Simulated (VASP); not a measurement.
Method: PBE GGA, VASP's PBE PAW potentials (set 64) (plane waves; VASP).

VASP ran on this input.

File POSCAR:
```
CoSi2
1
   -0.0000000000     2.6558572928     2.6558572928
    2.6558572928    -0.0000000000     2.6558572928
    2.6558572928     2.6558572928    -0.0000000000
Co Si
1 2
Direct
  0.0000000000   0.0000000000   0.0000000000
  0.2500000000   0.2500000000   0.2500000000
  0.7500000000   0.7500000000   0.7500000000
```

### INCAR
```
ALGO = Normal
EDIFF = 1E-6
EDIFFG = -0.02
ENCUT = 500
GGA = PE
IBRION = 2
ISIF = 3
ISMEAR = 1
LASPH = T
LCHARG = F
LMAXMIX = 4
LREAL = F
LWAVE = F
NELM = 100
NSW = 40
PREC = Accurate
PSTRESS = 50
SIGMA = 0.1
SYSTEM = CoSi2
```

**KPOINTS**
```
Automatic
0
G
 10 10 10
0 0 0
```

POTCAR, in this order: Co Si (PBE.64 set). Program: vasp_std.

Output of the run:

### OSZICAR
```
       N       E                     dE             d eps       ncg     rms          rms(c)
DAV:   1     0.702219983589E+02    0.70222E+02   -0.68378E+03  1128   0.131E+03
DAV:   2    -0.166481851009E+02   -0.86870E+02   -0.80760E+02  1148   0.256E+02
DAV:   3    -0.206026170308E+02   -0.39544E+01   -0.38565E+01  1436   0.642E+01
DAV:   4    -0.206883281000E+02   -0.85711E-01   -0.85522E-01  1408   0.892E+00
DAV:   5    -0.206910141039E+02   -0.26860E-02   -0.26855E-02  1432   0.162E+00    0.147E+01
DAV:   6    -0.239833579846E+02   -0.32923E+01   -0.39507E+01  1412   0.134E+02    0.171E+01
DAV:   7    -0.192997937671E+02    0.46836E+01   -0.16557E+01  1496   0.106E+02    0.366E+00
DAV:   8    -0.193127034632E+02   -0.12910E-01   -0.92721E-01  1308   0.790E+00    0.181E+00
DAV:   9    -0.192809050281E+02    0.31798E-01   -0.99361E-02  1436   0.674E+00    0.435E-01
DAV:  10    -0.192810162035E+02   -0.11118E-03   -0.62082E-03  1476   0.101E+00    0.826E-02
DAV:  11    -0.192809272909E+02    0.88913E-04   -0.48779E-04  1632   0.438E-01    0.397E-02
DAV:  12    -0.192809486675E+02   -0.21377E-04   -0.52104E-05  1236   0.739E-02    0.243E-02
DAV:  13    -0.192809489808E+02   -0.31330E-06   -0.29261E-06  1404   0.145E-02
   1 F= -.18111709E+02 E0= -.18112024E+02  d E =-.181117E+02
```

File OUTCAR:
```
------------------------ aborting loop because EDIFF is reached ----------------------------------------
  FORCE on cell =-STRESS in cart. coord.  units (eV):
  Direction    XX          YY          ZZ          XY          YZ          ZX
  --------------------------------------------------------------------------------------
  Total        1.1628964      1.1628964      1.1628964      0.0000000     -0.0000000      0.0000000
  in kB       49.7287354     49.7287354     49.7287354      0.0000000     -0.0000000      0.0000000
  external PRESSURE =      -0.2712646 kB  Pullay stress =      50.0000000 kB
  volume of cell :       37.47
      direct lattice vectors                 reciprocal lattice vectors
     0.000000000  2.655857293  2.655857293    -0.188263127  0.188263127  0.188263127
     2.655857293  0.000000000  2.655857293     0.188263127 -0.188263127  0.188263127
     2.655857293  2.655857293  0.000000000     0.188263127  0.188263127 -0.188263127
 POSITION                                       TOTAL-FORCE (eV/Angst)
 -----------------------------------------------------------------------------------
      0.00000      0.00000      0.00000         0.000000     -0.000000      0.000000
      1.32793      1.32793      1.32793        -0.000000     -0.000000     -0.000000
      3.98379      3.98379      3.98379         0.000000      0.000000      0.000000
 -----------------------------------------------------------------------------------
    total drift:                               -0.000000     -0.000000      0.000000
  FREE ENERGIE OF THE ION-ELECTRON SYSTEM (eV)
  ---------------------------------------------------
  free  energy   TOTEN  =       -19.2809489808 eV

  energy  without entropy=      -19.2818951638  energy(sigma->0) =      -19.28126438
  enthalpy is  TOTEN    =       -18.1117090899 eV   P V=        1.1692398909

 reached required accuracy - stopping structural energy minimisation
```
(Selected blocks of OUTCAR.)

OUTCAR:
```
 val. band max:       10.3635243193   @ k =   0.4000   0.0000   0.0000

 cond. band min:      10.4458787262   @ k =  -0.2000   0.3000   0.1000


 Fermi energy:        10.4090757433

 k-point     1 :       0.0000    0.0000    0.0000
  band No.  band energies     occupation
      1      -2.8863      2.00000
      2       6.2398      2.00000
      3       6.2398      2.00000
      4       6.2398      2.00000
      5       8.4376      2.00000
      6       8.4376      2.00000
      7      11.4395     -0.00000
      8      13.8882      0.00000
      9      13.8882      0.00000
     10      13.9380      0.00000
     11      13.9380      0.00000
     12      13.9380      0.00000

 k-point     2 :       0.1000    0.0000    0.0000
  band No.  band energies     occupation
      1      -2.7316      2.00000
      2       5.8790      2.00000
      3       6.2947      2.00000
      4       6.2947      2.00000
      5       8.3921      2.00000
      6       8.3921      2.00000
      7      11.4066     -0.00000
      8      12.3442     -0.00000
      9      13.0040      0.00000
     10      13.0040      0.00000
     11      14.8452      0.00000
     12      14.8452      0.00000

 k-point     3 :       0.2000    0.0000    0.0000
  band No.  band energies     occupation
      1      -2.2717      2.00000
      2       4.9380      2.00000
      3       6.4382      2.00000
      4       6.4382      2.00000
      5       8.3095      2.00000
      6       8.3095      2.00000
      7      10.1570      2.00211
      8      12.1070     -0.00000
      9      12.1070     -0.00000
     10      12.5996      0.00000
     11      14.6799      0.00000
     12      14.6799      0.00000

 k-point     4 :       0.3000    0.0000    0.0000
  band No.  band energies     occupation
      1      -1.5208      2.00000
      2       3.6443      2.00000
      3       6.6032      2.00000
      4       6.6032      2.00000
      5       8.3208      2.00000
      6       8.3208      2.00000
...
```

The compound is CoSi2 in the fluorite structure. It was relaxed first under an external pressure of 5 GPa. The run is not spin-polarised, so no magnetic state was tried. The electron count is odd and the run is not spin-polarised, which forces a metal.
